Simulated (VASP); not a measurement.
# MgS (Niningerite): exact exchange and RPA correlation, part 3 of 6

How do semilocal functionals compare with the RPA for MgS (Niningerite), and at what cost? The scan starts from a database cell scaled to its smallest volume. The cell is of the rock-salt type. The start is a cell from a database of measured crystal structures.

VASP 6.6.1, plane waves and PAW; the level of theory is named at each step.

So far. Step 8 (Comparison: HSE06, volume ratio 0.94): Its energy is -4.9191 eV an atom, on a zero of its own. Step 9 (Orbitals, volume ratio 0.97): The run ends at a pressure of 3.58 GPa.

## 10. Exact exchange, volume ratio 0.97

This step: Hartree-Fock energy on PBE orbitals; plane waves and PAW (S_GW, Mg_GW) (VASP 6.6.1).

Exact exchange at this point.

INCAR reads:

```
SYSTEM = MgS
PREC = Accurate
ENCUT = 300
ISMEAR = 0
SIGMA = 0.05
LREAL = .FALSE.
GGA = PE
NBANDS = 10
ALGO = Eigenval
NELM = 1
LHFCALC = .TRUE.
AEXX = 1
ALDAC = 0
AGGAC = 0
PRECFOCK = Normal
LWAVE = .FALSE.
LCHARG = .FALSE.
```

POSCAR reads:

```
MgS
1.0
    0.0000000000      2.5753689102      2.5753689102
    2.5753689102      0.0000000000      2.5753689102
    2.5753689102      2.5753689102      0.0000000000
S Mg
1 1
Direct
    0.5000000000      0.5000000000      0.5000000000
    0.0000000000      0.0000000000      0.0000000000
```

KPOINTS reads:

```
Automatic mesh
0
Gamma
4 4 4
0 0 0
```

PAW data sets: S_GW and Mg_GW (PBE family, release 64).

The WAVECAR or CHGCAR of an earlier step is read.

Run with:

```bash
$ mpirun -np 8 vasp_std
```

Log:

```text
[banner, memory and clock lines left out]
running    8 mpi-ranks, on    1 nodes
[...]
[... a notice as in an earlier step ...]

 LDA part: xc-table for (Slater+PW92), standard interpolation
 [... a notice as in an earlier step ...]

 found WAVECAR, reading the header
  number of bands has changed, file:    10 present:    16
  trying to continue reading WAVECAR, but it might fail
 POSCAR, INCAR and KPOINTS ok, starting setup
[...]
reading WAVECAR
 random initialization beyond band           10
 the WAVECAR file was read successfully
 initial charge from wavefunction
 entering main loop
       N       E                     dE             d eps       ncg     rms          rms(c)
EIG:   1    -0.139722E+02   -0.13972E+02    0.00000E+00     0   0.000E+00
   1 F= -.13972197E+02 E0= -.13972197E+02  d E =-.106351E-19
```

Elapsed: 1.8 s, on 8 MPI ranks of Intel Xeon 6975P-C (Granite Rapids), shared host; peak memory 0.83 GiB.

From OUTCAR (step 10):

```text
 POSITION                                       TOTAL-FORCE (eV/Angst)
 -----------------------------------------------------------------------------------
      2.57537      2.57537      2.57537         0.000000      0.000000     -0.000000
      0.00000      0.00000      0.00000         0.000000      0.000000      0.000000
 -----------------------------------------------------------------------------------
    total drift:                               -0.000000     -0.000000     -0.000000

  FREE ENERGIE OF THE ION-ELECTRON SYSTEM (eV)
  ---------------------------------------------------
  free  energy   TOTEN  =       -13.9721973448 eV

  energy  without entropy=      -13.9721973448  energy(sigma->0) =      -13.97219734

[... 2 parts as in an earlier step ...]

[... 1 further part left out ...]
[key lines of the parts left out:]
E-fermi :   4.3602
```

The Hartree-Fock energy on these orbitals is -6.9861 eV an atom.

## 11. Empty bands, volume ratio 0.97

This step: PBE; plane waves and PAW (S_GW, Mg_GW) (VASP 6.6.1).

The empty bands are made again, for the run that follows.

INCAR reads:

```
SYSTEM = MgS
PREC = Accurate
ENCUT = 300
ISMEAR = 0
SIGMA = 0.05
LREAL = .FALSE.
GGA = PE
NBANDS = 408
ALGO = Exact
NELM = 1
LWAVE = .TRUE.
LCHARG = .FALSE.
LOPTICS = .TRUE.
NEDOS = 1000
CSHIFT = 0.1
```

POSCAR is that of step 10.

KPOINTS is that of step 10.

Run with:

```bash
$ mpirun -np 8 vasp_std
```

Log:

```text
[banner, memory and clock lines left out]
running    8 mpi-ranks, on    1 nodes
[...]
[... a notice as in an earlier step ...]

 LDA part: xc-table for (Slater+PW92), standard interpolation
 found WAVECAR, reading the header
  number of bands has changed, file:    10 present:   408
  trying to continue reading WAVECAR, but it might fail
 POSCAR, INCAR and KPOINTS ok, starting setup
[...]
reading WAVECAR
 random initialization beyond band           10
 the WAVECAR file was read successfully
 initial charge from wavefunction
 entering main loop
       N       E                     dE             d eps       ncg     rms          rms(c)
DIA:   1    -0.843863E+01   -0.84386E+01    0.00000E+00     0   0.000E+00
   1 F= -.84386308E+01 E0= -.84386308E+01  d E =-.247335E-26
 writing wavefunctions
 optical routines
 imaginary and real dielectric function
 recalculating local potential from charge density
 direction            1
 direction            2
 direction            3
```

Wall time 1.4 s (8 MPI ranks); peak memory 0.89 GiB; 6.7 s of CPU time.

From OUTCAR (step 11):

```text
  Total        0.7628307      0.7628307      0.7628307      0.0000000      0.0000000     -0.0000000
  in kB       35.7758864     35.7758864     35.7758864      0.0000000      0.0000000     -0.0000000
  external PRESSURE =      35.7758864 kB  Pullay stress =       0.0000000 kB

 POSITION                                       TOTAL-FORCE (eV/Angst)
 -----------------------------------------------------------------------------------
      2.57537      2.57537      2.57537        -0.000000      0.000000     -0.000000
      0.00000      0.00000      0.00000         0.000000     -0.000000      0.000000
 -----------------------------------------------------------------------------------
    total drift:                               -0.000000     -0.000000      0.000000

  FREE ENERGIE OF THE ION-ELECTRON SYSTEM (eV)
  ---------------------------------------------------
  free  energy   TOTEN  =        -8.4386308422 eV

  energy  without entropy=       -8.4386308422  energy(sigma->0) =       -8.43863084

[... 1 part as in an earlier step ...]

[... 2 further parts left out ...]
[key lines of the parts left out:]
E-fermi :   4.4161
```

WAVECAR now holds 408 bands for 8 electrons.

## 12. RPA correlation, volume ratio 0.97

This step: RPA correlation on PBE orbitals; plane waves and PAW (S_GW, Mg_GW) (VASP 6.6.1).

RPA correlation at this point.

INCAR reads:

```
SYSTEM = MgS
PREC = Accurate
ENCUT = 300
ISMEAR = 0
SIGMA = 0.05
LREAL = .FALSE.
GGA = PE
NBANDS = 408
ALGO = ACFDT
ENCUTGW = 200
NOMEGA = 12
PRECFOCK = Fast
LWAVE = .FALSE.
LCHARG = .FALSE.
```

POSCAR is that of step 11.

KPOINTS is that of step 11.

Run with:

```bash
$ mpirun -np 8 vasp_std
```

Log:

```text
[banner, memory and clock lines left out]
running    8 mpi-ranks, on    1 nodes
[...]
[... a notice as in an earlier step ...]

 LDA part: xc-table for (Slater+PW92), standard interpolation
 found WAVECAR, reading the header
 POSCAR, INCAR and KPOINTS ok, starting setup
[...]
reading WAVECAR
 the WAVECAR file was read successfully
 initial charge from wavefunction
 available memory per node:     33.48 GB, setting MAXMEM to     34286

 The Fermi energy was updated, please check that it is located mid-gap
 values below the HOMO (VB) or above the LUMO (CB) will cause erroneous energies
 E-fermi :   5.4561

 the WAVEDER file was read successfully
 set NWRITE>2 for more details about minimax calculation
 number of imaginary grid points requested:      12
 number of distinct grids requested:  1
 quadrature errors minimized for energies in [ 0.282E+01, 0.301E+03 ]
 bosonic grid (T=0, re) determined with error: 0.3810E-08
 bosonic grid (re): 0.3810E-08
[...]
NQ=   2    0.2500    0.0000    0.0000,
|.........|.........|.........|.........
 performed       2474000 updates of chi_q(r,r)
 total number of BLAS operations        985.30 Gflops
NQ=   3    0.5000    0.0000    0.0000,
|.........|.........|.........|.........
 performed       3711000 updates of chi_q(r,r)
 total number of BLAS operations       1499.92 Gflops
NQ=   4    0.2500    0.2500    0.0000,
|.........|.........|.........|.........
 performed       4948000 updates of chi_q(r,r)
 total number of BLAS operations       1970.38 Gflops
NQ=   5    0.5000    0.2500    0.0000,
|.........|.........|.........|.........
 performed       6185000 updates of chi_q(r,r)
 total number of BLAS operations       2462.67 Gflops
NQ=   6   -0.2500    0.2500    0.0000,
|.........|.........|.........|.........
 performed       7422000 updates of chi_q(r,r)
 total number of BLAS operations       2933.14 Gflops
NQ=   7    0.5000    0.5000    0.0000,
|.........|.........|.........|.........
 performed       8659000 updates of chi_q(r,r)
 total number of BLAS operations       3421.03 Gflops
NQ=   8   -0.2500    0.5000    0.2500,
|.........|.........|.........|.........
 performed       9896000 updates of chi_q(r,r)
 total number of BLAS operations       3917.74 Gflops
 entering main loop
```

Run time: 16 s. Hardware: 8 MPI ranks; peak memory 1.2 GiB; 2 min of CPU time.

OUTCAR, selected parts (step 12):

```text
      cutoff energy     smooth cutoff   RPA   correlation   Hartree contr. to MP2
---------------------------------------------------------------------------------
            200.000           160.000      -11.3387596093      -17.4166641623
            190.476           152.381      -11.2834704176      -17.3560485594
            181.406           145.125      -11.2246439914      -17.2913625949
            172.768           138.214      -11.1613956196      -17.2215564310
            164.541           131.632      -11.0924126392      -17.1451622295
            156.705           125.364      -11.0199235272      -17.0645674318
            149.243           119.394      -10.9420374127      -16.9775351632
            142.136           113.709      -10.8581411263      -16.8834064476
  linear regression

[... 2 parts as in an earlier step ...]

[... 2 further parts left out ...]
[key lines of the parts left out:]
E-fermi :   5.4561
```

The correlation energy is -6.0282 eV an atom, +11 meV against the point before. With exact exchange the total is -13.0143 eV an atom.

## 13. Comparison: r2SCAN, volume ratio 0.97

This step: r2SCAN; plane waves and PAW (S_GW, Mg_GW) (VASP 6.6.1).

The comparison at this point.

INCAR reads:

```
SYSTEM = MgS
PREC = Accurate
ENCUT = 300
EDIFF = 1E-06
NELM = 100
ISMEAR = 0
SIGMA = 0.05
LREAL = .FALSE.
ALGO = Normal
METAGGA = R2SCAN
LASPH = .TRUE.
NBANDS = 10
LWAVE = .FALSE.
LCHARG = .FALSE.
KPAR = 8
```

POSCAR is that of step 12.

KPOINTS is that of step 12.

Run with:

```bash
$ mpirun -np 8 vasp_std
```

Log:

```text
[banner, memory and clock lines left out]
running    8 mpi-ranks, on    1 nodes
[...]
[... a notice as in an earlier step ...]

 [... a notice as in an earlier step ...]

 LDA part: xc-table for (None), standard interpolation
 POSCAR, INCAR and KPOINTS ok, starting setup
[...]
entering main loop
       N       E                     dE             d eps       ncg     rms          rms(c)
DAV:   1     0.425193E+01    0.42519E+01   -0.34894E+03   160   0.545E+02
DAV:   2    -0.163676E+02   -0.20620E+02   -0.19831E+02   220   0.925E+01
DAV:   3    -0.170439E+02   -0.67627E+00   -0.67551E+00   202   0.179E+01
DAV:   4    -0.170632E+02   -0.19333E-01   -0.19333E-01   240   0.266E+00
[...]
DAV:  10    -0.154669E+02   -0.40205E-04   -0.37612E-05   232   0.410E-02    0.957E-03
DAV:  11    -0.154669E+02   -0.91858E-05   -0.34777E-06   200   0.105E-02    0.131E-03
DAV:  12    -0.154669E+02    0.77763E-06   -0.23467E-07   104   0.288E-03
   1 F= -.15466919E+02 E0= -.15466919E+02  d E =-.236330E-14
```

Run time: 3.6 s. Hardware: 8 MPI ranks; peak memory 0.98 GiB; 25 s of CPU time.

Parts of OUTCAR (step 13):

```text
  Total        0.4604643      0.4604643      0.4604643     -0.0000000     -0.0000000      0.0000000
  in kB       21.5952475     21.5952475     21.5952475     -0.0000000     -0.0000000      0.0000000
  external PRESSURE =      21.5952475 kB  Pullay stress =       0.0000000 kB

 POSITION                                       TOTAL-FORCE (eV/Angst)
 -----------------------------------------------------------------------------------
      2.57537      2.57537      2.57537         0.000000     -0.000000      0.000000
      0.00000      0.00000      0.00000        -0.000000      0.000000     -0.000000
 -----------------------------------------------------------------------------------
    total drift:                               -0.000000     -0.000000      0.000000

  FREE ENERGIE OF THE ION-ELECTRON SYSTEM (eV)
  ---------------------------------------------------
  free  energy   TOTEN  =       -15.4669193542 eV

  energy  without entropy=      -15.4669193542  energy(sigma->0) =      -15.46691935

[... 2 parts as in an earlier step ...]

[... 1 further part left out ...]
[key lines of the parts left out:]
E-fermi :   4.0642
```

Its energy is -7.7335 eV an atom, on a zero of its own.

## 14. Orbitals for comparison: HSE06, volume ratio 0.97

This step: PBE; plane waves and PAW (S_GW, Mg_GW) (VASP 6.6.1).

Starting orbitals, as before.

INCAR reads:

```
SYSTEM = MgS
PREC = Accurate
ENCUT = 300
EDIFF = 1E-05
NELM = 100
ISMEAR = 0
SIGMA = 0.05
LREAL = .FALSE.
ALGO = Normal
GGA = PE
NBANDS = 10
LORBIT = 11
LWAVE = .TRUE.
LCHARG = .FALSE.
KPAR = 8
```

POSCAR is that of step 13.

KPOINTS is that of step 13.

Run with:

```bash
$ mpirun -np 8 vasp_std
```

Log:

```text
[... set-up lines as in an earlier step ...]
 entering main loop
       N       E                     dE             d eps       ncg     rms          rms(c)
[... 10 cycles as in an earlier step ...]
DAV:  11    -0.843863E+01    0.37113E-05   -0.93444E-06   108   0.159E-02
   1 F= -.84386315E+01 E0= -.84386315E+01  d E =-.124004E-15
 writing wavefunctions
```

It took 1.2 s on 8 MPI ranks; peak memory 0.93 GiB.

From OUTCAR (step 14):

```text
  Total        0.7601547      0.7601547      0.7601547     -0.0000000      0.0000000      0.0000000
  in kB       35.6503837     35.6503837     35.6503837     -0.0000000      0.0000000      0.0000000
  external PRESSURE =      35.6503837 kB  Pullay stress =       0.0000000 kB

 POSITION                                       TOTAL-FORCE (eV/Angst)
 -----------------------------------------------------------------------------------
      2.57537      2.57537      2.57537         0.000000     -0.000000     -0.000000
      0.00000      0.00000      0.00000        -0.000000      0.000000      0.000000
 -----------------------------------------------------------------------------------
    total drift:                               -0.000000     -0.000000      0.000000

  FREE ENERGIE OF THE ION-ELECTRON SYSTEM (eV)
  ---------------------------------------------------
  free  energy   TOTEN  =        -8.4386315070 eV

  energy  without entropy=       -8.4386315070  energy(sigma->0) =       -8.43863151

[... 2 parts as in an earlier step ...]

[... 1 further part left out ...]
[key lines of the parts left out:]
E-fermi :   4.3205
```

The run ends at a pressure of 3.57 GPa.

## 15. Comparison: HSE06, volume ratio 0.97

This step: HSE06; plane waves and PAW (S_GW, Mg_GW) (VASP 6.6.1).

The comparison at this point.

INCAR reads:

```
SYSTEM = MgS
PREC = Accurate
ENCUT = 300
EDIFF = 1E-06
NELM = 100
ISMEAR = 0
SIGMA = 0.05
LREAL = .FALSE.
ALGO = Normal
LHFCALC = .TRUE.
AEXX = 0.25
GGA = PE
HFSCREEN = 0.2
LASPH = .TRUE.
NBANDS = 10
PRECFOCK = Fast
LWAVE = .FALSE.
LCHARG = .FALSE.
KPAR = 8
```

POSCAR is that of step 14.

KPOINTS is that of step 14.

The WAVECAR or CHGCAR of an earlier step is read.

Run with:

```bash
$ mpirun -np 8 vasp_std
```

Log:

```text
[... set-up lines as in an earlier step ...]
 entering main loop
       N       E                     dE             d eps       ncg     rms          rms(c)
DAV:   1    -0.986135E+01   -0.98613E+01   -0.18541E-01   174   0.270E+00    0.156E-01
DAV:   2    -0.986246E+01   -0.11167E-02   -0.34174E-03   182   0.375E-01    0.115E-01
DAV:   3    -0.986223E+01    0.23217E-03   -0.18949E-04   204   0.988E-02    0.719E-02
DAV:   4    -0.986213E+01    0.97725E-04   -0.29781E-05   236   0.391E-02    0.438E-02
DAV:   5    -0.986210E+01    0.37348E-04   -0.10954E-05   242   0.228E-02    0.260E-02
DAV:   6    -0.986208E+01    0.13885E-04   -0.42369E-06   232   0.140E-02    0.154E-02
DAV:   7    -0.986208E+01    0.53172E-05   -0.15847E-06   172   0.865E-03    0.915E-03
DAV:   8    -0.986207E+01    0.20962E-05   -0.54481E-07    94   0.539E-03    0.548E-03
DAV:   9    -0.986207E+01    0.84717E-06   -0.35729E-07    80   0.455E-03
   1 F= -.98620739E+01 E0= -.98620739E+01  d E =-.156534E-14
```

Wall time 5.2 s (8 MPI ranks); peak memory 1.6 GiB; 37 s of CPU time.

OUTCAR, selected parts (step 15):

```text
 POSITION                                       TOTAL-FORCE (eV/Angst)
 -----------------------------------------------------------------------------------
      2.57537      2.57537      2.57537         0.000000      0.000000      0.000000
      0.00000      0.00000      0.00000        -0.000000     -0.000000     -0.000000
 -----------------------------------------------------------------------------------
    total drift:                               -0.000001     -0.000001     -0.000001

  FREE ENERGIE OF THE ION-ELECTRON SYSTEM (eV)
  ---------------------------------------------------
  free  energy   TOTEN  =        -9.8620738858 eV

  energy  without entropy=       -9.8620738858  energy(sigma->0) =       -9.86207389

[... 2 parts as in an earlier step ...]

[... 1 further part left out ...]
[key lines of the parts left out:]
E-fermi :   3.6158
```

Its energy is -4.9310 eV an atom, on a zero of its own.

## 16. Orbitals, volume ratio 1

This step: PBE; plane waves and PAW (S_GW, Mg_GW) (VASP 6.6.1).

The same chain follows at a volume ratio of 1.

INCAR reads:

```
SYSTEM = MgS
PREC = Accurate
ENCUT = 300
EDIFF = 1E-08
NELM = 100
ISMEAR = 0
SIGMA = 0.05
LREAL = .FALSE.
ALGO = Normal
GGA = PE
NBANDS = 10
LORBIT = 11
LWAVE = .TRUE.
LCHARG = .FALSE.
KPAR = 8
```

POSCAR reads:

```
MgS
1.0
    0.0000000000      2.6016500000      2.6016500000
    2.6016500000      0.0000000000      2.6016500000
    2.6016500000      2.6016500000      0.0000000000
S Mg
1 1
Direct
    0.5000000000      0.5000000000      0.5000000000
    0.0000000000      0.0000000000      0.0000000000
```

KPOINTS is that of step 15.

Run with:

```bash
$ mpirun -np 8 vasp_std
```

Log:

```text
[... set-up lines as in an earlier step ...]
 entering main loop
       N       E                     dE             d eps       ncg     rms          rms(c)
DAV:   1     0.125788E+02    0.12579E+02   -0.38383E+03   160   0.550E+02
DAV:   2    -0.810933E+01   -0.20688E+02   -0.19189E+02   236   0.802E+01
DAV:   3    -0.886073E+01   -0.75140E+00   -0.75048E+00   198   0.178E+01
DAV:   4    -0.887993E+01   -0.19199E-01   -0.19196E-01   214   0.255E+00
[...]
DAV:  12    -0.845532E+01    0.68617E-06   -0.47658E-07   230   0.437E-03    0.148E-04
DAV:  13    -0.845532E+01    0.33199E-07   -0.18825E-08   144   0.764E-04    0.849E-05
DAV:  14    -0.845532E+01   -0.22359E-08   -0.59929E-10    96   0.178E-04
   1 F= -.84553156E+01 E0= -.84553156E+01  d E =-.263916E-16
 writing wavefunctions
```

The job ended after 1.4 s (8 MPI ranks; peak memory 0.98 GiB; 6.2 s of CPU time).

From OUTCAR (step 16):

```text
  Total        0.2212101      0.2212101      0.2212101     -0.0000000      0.0000000     -0.0000000
  in kB       10.0632644     10.0632644     10.0632644     -0.0000000      0.0000000     -0.0000000
  external PRESSURE =      10.0632644 kB  Pullay stress =       0.0000000 kB

 POSITION                                       TOTAL-FORCE (eV/Angst)
 -----------------------------------------------------------------------------------
      2.60165      2.60165      2.60165         0.000000      0.000000      0.000000
      0.00000      0.00000      0.00000        -0.000000     -0.000000     -0.000000
 -----------------------------------------------------------------------------------
    total drift:                               -0.000000     -0.000000      0.000000

  FREE ENERGIE OF THE ION-ELECTRON SYSTEM (eV)
  ---------------------------------------------------
  free  energy   TOTEN  =        -8.4553156052 eV

  energy  without entropy=       -8.4553156052  energy(sigma->0) =       -8.45531561

[... 1 part as in an earlier step ...]

[... 2 further parts left out ...]
[key lines of the parts left out:]
E-fermi :   4.0501
```

The run ends at a pressure of 1.01 GPa.

## 17. Exact exchange, volume ratio 1

This step: Hartree-Fock energy on PBE orbitals; plane waves and PAW (S_GW, Mg_GW) (VASP 6.6.1).

Exact exchange at this point.

INCAR reads:

```
SYSTEM = MgS
PREC = Accurate
ENCUT = 300
ISMEAR = 0
SIGMA = 0.05
LREAL = .FALSE.
GGA = PE
NBANDS = 10
ALGO = Eigenval
NELM = 1
LHFCALC = .TRUE.
AEXX = 1
ALDAC = 0
AGGAC = 0
PRECFOCK = Normal
LWAVE = .FALSE.
LCHARG = .FALSE.
```

POSCAR is that of step 16.

KPOINTS is that of step 16.

The WAVECAR or CHGCAR of an earlier step is read.

Run with:

```bash
$ mpirun -np 8 vasp_std
```

Log:

```text
[... set-up lines as in an earlier step ...]
 entering main loop
       N       E                     dE             d eps       ncg     rms          rms(c)
EIG:   1    -0.140013E+02   -0.14001E+02    0.00000E+00     0   0.000E+00
   1 F= -.14001281E+02 E0= -.14001281E+02  d E =-.311100E-31
```

The job ended after 1.8 s (8 MPI ranks; peak memory 0.8 GiB).

OUTCAR, selected parts (step 17):

```text
 POSITION                                       TOTAL-FORCE (eV/Angst)
 -----------------------------------------------------------------------------------
      2.60165      2.60165      2.60165         0.000000     -0.000000      0.000000
      0.00000      0.00000      0.00000        -0.000000      0.000000     -0.000000
 -----------------------------------------------------------------------------------
    total drift:                                0.000000      0.000000     -0.000000

  FREE ENERGIE OF THE ION-ELECTRON SYSTEM (eV)
  ---------------------------------------------------
  free  energy   TOTEN  =       -14.0012812525 eV

  energy  without entropy=      -14.0012812525  energy(sigma->0) =      -14.00128125

[... 2 parts as in an earlier step ...]

[... 1 further part left out ...]
[key lines of the parts left out:]
E-fermi :   4.1753
```

The Hartree-Fock energy on these orbitals is -7.0006 eV an atom.

(Continued in part 4 of 6.)

[Long decimals in the printed logs are rounded to 6 places.]

[Lines on the potential files, build, host, timing and source positions are cut from VASP's logs without a mark.]

[Logs are printed without paths, hosts, clocks, repeated set-up lines and the standing remarks that a program may print on its own settings, such as how far it seeks lower states.]

[Hosts, paths, dates, database ids (printed as entryN), source tags and the programs' standing remarks are cut or masked in the printed files.]

[Measured values are set beside computed ones only where the two were judged alike; some that the calculation misses by far are left out.]

[Pressures printed for these runs are not shown converged in the cutoff: they can be off by several GPa and have the wrong sign.]
